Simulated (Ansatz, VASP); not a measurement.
# Ti2CO2 (Ti2CO2 MXene bilayer, AA): VASP beside Ansatz

Aim: how closely do two programs agree when they are given the same cell, functional and k mesh? The structure shown is the start of the Ansatz relaxation below; VASP solves that cell, so the two are compared at the walk's first step.

Calculated with Ansatz 0.2.0; plane waves, with VASP 6.6.1 beside it; single point at PBE with D3(BJ).

## 1. Set-up

The cell holds 10 atoms: 4 O, 4 Ti and 2 C. Cell: a = 3.100 Å, b = 3.100 Å, c = 55.386 Å, α = 90.0°, β = 90.0°, γ = 120.0°. Vacuum lies along c.

## 2. Ansatz: relaxation, PBE with D3(BJ)

Ansatz runs on its default PAW (the set named soft_2) files.

The two programs are compared at the cell with which this relaxation starts, whose forces are those of its first step.

The input, input.yaml:

```yaml
crystal:
  lattice:
    - [3.10024, 0.0, 0.0]
    - [-1.55012, 2.6848865978, 0.0]
    - [0.0, 0.0, 55.3861204531]
  atoms:
    - { symbol: O, position: [0.3333333333, 0.6666666667, 0.3899894021] }
    - { symbol: Ti, position: [0.6666666667, 0.3333333333, 0.4098185217], spin: 1.0 }
    - { symbol: C, position: [0.0, 0.0, 0.431904779] }
    - { symbol: Ti, position: [0.3333333333, 0.6666666667, 0.4539910363], spin: 1.0 }
    - { symbol: O, position: [0.6666666667, 0.3333333333, 0.4738201559] }
    - { symbol: O, position: [0.3333333333, 0.6666666667, 0.5261798441] }
    - { symbol: Ti, position: [0.6666666667, 0.3333333333, 0.5460089637], spin: -1.0 }
    - { symbol: C, position: [0.0, 0.0, 0.568095221] }
    - { symbol: Ti, position: [0.3333333333, 0.6666666667, 0.5901814783], spin: -1.0 }
    - { symbol: O, position: [0.6666666667, 0.3333333333, 0.6100105979] }
  periodic: [true, true, false]
magnetization:
  spin_polarized: true
kpoints:
  mp_grid: { grid: [12, 12, 1] }
hamiltonian:
  xc: pbe
  dispersion: d3bj
scf:
  occupations: { method: fermi_dirac, width: 0.05 }
  convergence: { dr2_threshold: 1.0e-09 }
relax:
  f_tol: 0.004
  max_steps: 90
  cell: {}
output:
  write_potential: true
  write_density: true
  volumetric_format: npy
```

Run with:

```sh
> ansatz run input.yaml --threads 4 --pin off --max-ram 6144MiB --backend cpu --events-out ev --progress --plain --runs-dir out
```

Numbers of over 12 decimals in the logs are rounded to 6 here.

Log:

```text
Warning: relax.cell: scf.convergence.dr2_threshold = 1e-9 eV is looser than the 2.03159561578e-10 eV advised for a relaxation that steers and ends on the stress (1e-10 eV for each atom of the cell: 10, times the square of relax.cell.stress_2d_tol = 0.05 N/m over 22.2 Å (the atoms' height at the walk's start and 5 Å past either face), 2.254e-2 GPa, over a crystal's default 0.05). What an SCF threshold leaves in a stress goes as its square root, and in the free energy as the threshold itself, and one threshold admits the most on a small cell: [figures from the program's tests cut] Set scf.convergence.dr2_threshold to 2.03159561578e-10 eV or tighter. [rest of the remark cut]
Engine: ansatz 0.2.0, x86_64-unknown-linux-gnu
Pseudopotentials: kind: paw
Pseudopotential: O, paw, valence charge 6, recommended cutoff 420 eV (normal), O.paw.azcp
Pseudopotential: Ti, paw, valence charge 12, recommended cutoff 420 eV (normal), Ti.paw.azcp
Pseudopotential: C, paw, valence charge 4, recommended cutoff 420 eV (normal), C.paw.azcp
Functional definition: PBE
  parameter kappa = 0.804
  parameter beta = 0.066725
  exchange = pbe_x(kappa = kappa, mu = beta*pi^2/3)
  correlation = pbe_c(beta = beta)
Crystal: 10 atoms, lattice volume = 461.023 Å³
Basis set: ecut = 420 eV, 8945 PW (Γ), exchange–correlation on 48×48×750 points (8 copies of the dense FFT grid, shifted against one another)
Bands: 52, of which v1, the nominal top of the filled ones, is band 40 counted from 1 (39 counted from 0)
Symmetry: 6 space group operations
Space group: P3m1 (ITA 156), of the structure as read, at distance tolerance 7.7e-5 Å
Magnetic group: BNS 164.87 (UNI 1317), of the structure as read, at distance tolerance 7.7e-5 Å
k-points: 19 of 144 (time reversal used)
Non-local potential: O, projectors of the file, l = 0: 2, l = 1: 2, l = 2: 1
Non-local potential: Ti, projectors of the file, l = 0: 3, l = 1: 2, l = 2: 3, l = 3: 1
Non-local potential: C, projectors of the file, l = 0: 2, l = 1: 2, l = 2: 1
PAW form: soft (Blöchl's): semilocal exchange-correlation on the pseudo side does not see the compensation charge
PAW one-centre angular grid: O, 110 points (default); XC on 64 Gauss nodes
PAW one-centre angular grid: Ti, 590 points (default); XC on 64 Gauss nodes
PAW one-centre angular grid: C, 110 points (default); XC on 64 Gauss nodes
Initial density: superposition of atomic densities (neutral atoms: chi_scale 0, normalization atom)
Starting moments: Σ|m| = 4 μB on 4 of 10 sites
Starting magnetic order: antiferromagnet; an inversion exchanges its spin sublattices: spin-degenerate at every k-point
Initial wavefunctions: pseudopotential atomic-orbital guess
Functional: x = pbe(κ = 0.804, μ = 0.219515), c = pbe(β = 0.066725)
SCF iter   1: F=—  HF=-12792.457206 eV  |F-HF|=—  |Δ(HF+E_count)|=         —  Δρ=5.20e-2 (↑5.20e-2 ↓5.20e-2)  dr2=5.42e1  dr2_m=1.57e0  M=0.000 μB ∫|m|=1.137 μB  β_m=0.30  ethr=3.10e-3  ⟨swp⟩=9.7  Hψ=10565  notcnv=0  defer=17
Mixer restart at iter 1: flushing history
preconditioner: auto → Resta (q_TF=auto, 2.038 Å⁻¹)  ε∞=2.5  [insulator: Δε(μ)=1.434 eV  Ē_g=9.761 eV  σ=0.050 eV  W_gap=1.00  n_scr=34 (ndim 8)  ℏωp=12.0 eV  f_vac=0.723  D(μ)=0.00/eV (n_scr^D=0)  ε∞_Penn≈2.5  vacuum switching on, ρ_ref=6.9e-3 e/Å³]
spin=Collinear: Resta preconditioning applied to the charge; magnetization (m = ρ↑ − ρ↓) channel mixes plain (no charge-response kernel on spin).
SCF iter   2: F=—  HF=-12780.844157 eV  |F-HF|=—  |Δ(HF+E_count)|=    1.16e1  Δρ=1.78e-2 (↑1.78e-2 ↓1.78e-2)  dr2=3.00e0  dr2_m=7.30e-1  M=-0.000 μB ∫|m|=1.130 μB  β_m=0.33  ethr=3.10e-3  ⟨swp⟩=5.6  Hψ=6176  notcnv=0  defer=200
SCF iter   3: F=—  HF=-12780.618975 eV  |F-HF|=—  |Δ(HF+E_count)|=   2.25e-1  Δρ=1.15e-2 (↑1.15e-2 ↓1.15e-2)  dr2=6.02e-1  dr2_m=3.24e-1  M=0.000 μB ∫|m|=0.887 μB  β_m=0.46  ethr=3.10e-3  ⟨swp⟩=2.9  Hψ=3505  notcnv=0  defer=184
SCF iter   4: F=—  HF=-12781.342429 eV  |F-HF|=—  |Δ(HF+E_count)|=   7.23e-1  Δρ=6.88e-3 (↑6.86e-3 ↓6.88e-3)  dr2=4.83e-1  dr2_m=9.55e-2  M=-0.000 μB ∫|m|=0.708 μB  β_m=0.58  ethr=7.52e-4  ⟨swp⟩=4.9  Hψ=4216  notcnv=0  defer=157
SCF iter   5: F=—  HF=-12781.664729 eV  |F-HF|=—  |Δ(HF+E_count)|=   3.22e-1  Δρ=1.99e-3 (↑1.99e-3 ↓1.95e-3)  dr2=1.10e-1  dr2_m=8.08e-3  M=0.002 μB ∫|m|=0.314 μB  β_m=0.62  ethr=6.04e-4  ⟨swp⟩=4.1  Hψ=3906  notcnv=0  defer=156
[...]
basis re-selected at this cell: Δ(F+E_penalty+E_count) = +4.829e-4 eV, ΔP = -0.007 N/m vs the last step (what re-selecting the basis moved, of the pressure what is left beyond the Pulay correction that the steps carried, after the strain that the cell walked since its last selection, with what the two solves' SCF thresholds leave and, on support functions, any second-order correction that the steps lacked; it is no m [...]
WARN: The output density's exchange-correlation potential varies sharply where the density is thin. Do not read a vacuum level from v_tot or v_xc, or from such a field of the output density. On a cell that repeats whose density bears no net charge and no dipole along the vacuum's axis use v_es (v_loc + v_h of the components); under efield.dipole_correction with no amplitude use v_es + v_field, which holds any externa [...]
SCF converged after 6 iterations
Magnetization: 0.0000 μB (40.0000 up, 40.0000 down)
Absolute magnetization: 0.0000 μB (∫|ρ↑−ρ↓|, with the PAW one-centre terms)
Spin contamination: 0.0000 ħ² per cell (⟨S²⟩ above its minimum at these occupations)
Per-site moments (μB) at R_I (Å): [(-3.332386507702796e-8, 0.810234), (4.0322667840664047e-8, 0.810234), (-7.254733138356319e-8, 0.895716), (3.5098417182959816e-8, 0.808233), (-2.712011301024388e-8, 0.808233), (2.4511141394412847e-8, 0.808233), (-3.7536882534698736e-8, 0.808233), (8.232552347859386e-8, 0.895716), (-4.434709677212537e-8, 0.810234), (3.677044249565788e-8, 0.810234)]
Free energy (F): -12783.458310 eV
Harris-Foulkes:  -12783.458310 eV  (|F-HF|=6.29e-10)
Internal energy: -12783.455579 eV  (E = F + TS)
E sigma→0 (E₀):  -12783.456944 eV
Entropy (-TS):   -0.002731 eV (-0.273 meV/atom)
Fermi energy:    -5.758297 eV
--- Per-component energies (eV) ---
  E_band       = -2074.442419
  E_kinetic    = 1973.123719
  E_local      = -703490.941216  (includes V_loc(G=0)·N_el)
  E_nonlocal   = 261.283876
  E_hartree    = 350500.553706
  E_xc         = -787.921692
  E_vxc        = -992.630111  (∫ρ·V_xc dr)
  E_paw        = -5012.487667  (= ΣΔE_a)
  E_vpaw       = -826.398542  (= ΣTr[D̂ρ^β])
  E_aug_tail   = 0.010498  (compensation charges beyond the density's cutoff)
  E_ewald      = 343775.607883
  E_disp       = -2.684685  (pairwise vdW)
  E_smearing   = -0.002731  (= −TS)
  E_closure    = 0.000000  (closes the sum)
  Σ components = -12783.458310   (vs F -12783.458310, Δ=0.00e0)
--- Forces (eV/Å), atoms counted from 1 ---
  atom   1  O      0.00000000     0.00000000     0.00192163
  atom   2  Ti     0.00000000     0.00000000    -0.00084156
  atom   3  C      0.00000000    -0.00000000     0.00098251
  atom   4  Ti     0.00000000    -0.00000000    -0.00144792
  atom   5  O      0.00000000    -0.00000000    -0.00095504
  atom   6  O     -0.00000000     0.00000000     0.00095216
  atom   7  Ti     0.00000000     0.00000000     0.00140406
  atom   8  C      0.00000000     0.00000000    -0.00094858
  atom   9  Ti     0.00000000    -0.00000000     0.00083614
  atom  10  O     -0.00000000    -0.00000000    -0.00189395
  max |Σ_I F_I| component: 9.46e-6 eV/Å
--- 2D stress c σ (N/m, compression-positive) ---
       -0.005881      -0.000000      -0.000000
        0.000000      -0.005881      -0.000000
       -0.000000      -0.000000      -0.000000
  P = ½ c Tr σ = -0.0059 N/m
--- Band table (eV; the first three rows and the last of 38) ---
  k-point 0 ↑: bands = [... 36 lower, -5.8573, -5.8573, -5.8383, -5.8383, -5.1890, -5.1890, -5.1787, -5.1787, ... 8 higher]
  k-point 1 ↑: bands = [... 36 lower, -6.6020, -6.5674, -6.3315, -6.3071, -5.0108, -4.9689, -4.7394, -4.7119, ... 8 higher]
  k-point 2 ↑: bands = [... 36 lower, -6.9011, -6.8793, -6.8784, -6.7985, -5.1815, -5.0960, -4.4921, -4.4676, ... 8 higher]
  k-point 18 ↓: bands = [... 36 lower, -8.7645, -8.7645, -8.6325, -8.6325, -4.6648, -4.6598, -4.2254, -4.2254, ... 8 higher]
  the weakly bound empty levels are not read free of the cell's end (no_gap_told)
--- Relaxed structure (10 steps of the walk, 10 accepted, 2 SCFs on fresh bases) ---
  F+E_penalty+E_count = -12783.45830989 eV   max|allowed force component| = 1.921e-3 eV/Å   (the final SCF, on the basis selected at the relaxed cell)
  cell:  # Å, volume = 435.1349 Å³
    - [3.011939, 0, 0]
    - [-1.505969, 2.608416, 0]
    - [0, 0, 55.3861204531]
  atoms:
    - { symbol: O, position: [0.333333, 0.666667, 0.398246] }
    - { symbol: Ti, position: [0.666667, 0.333333, 0.414737] }
    - { symbol: C, position: [1.2518980722493903e-17, 0, 0.438217] }
    - { symbol: Ti, position: [0.333333, 0.666667, 0.461715] }
    - { symbol: O, position: [0.666667, 0.333333, 0.478016] }
    - { symbol: O, position: [0.333333, 0.666667, 0.521984] }
    - { symbol: Ti, position: [0.666667, 0.333333, 0.538285] }
    - { symbol: C, position: [-1.2518988866653349e-17, 0, 0.561783] }
    - { symbol: Ti, position: [0.333333, 0.666667, 0.585263] }
    - { symbol: O, position: [0.666667, 0.333333, 0.601754] }
```

(Continued in part 2 of 2.)

[Lines on the potential files, build, host, timing and source positions are cut from VASP's logs without a mark.]

[Logs are printed without paths, hosts, clocks, repeated set-up lines and the standing remarks that a program may print on its own settings, such as how far it seeks lower states.]

[Hosts, paths, dates, database ids (printed as entryN), source tags and the programs' standing remarks are cut or masked in the printed files.]
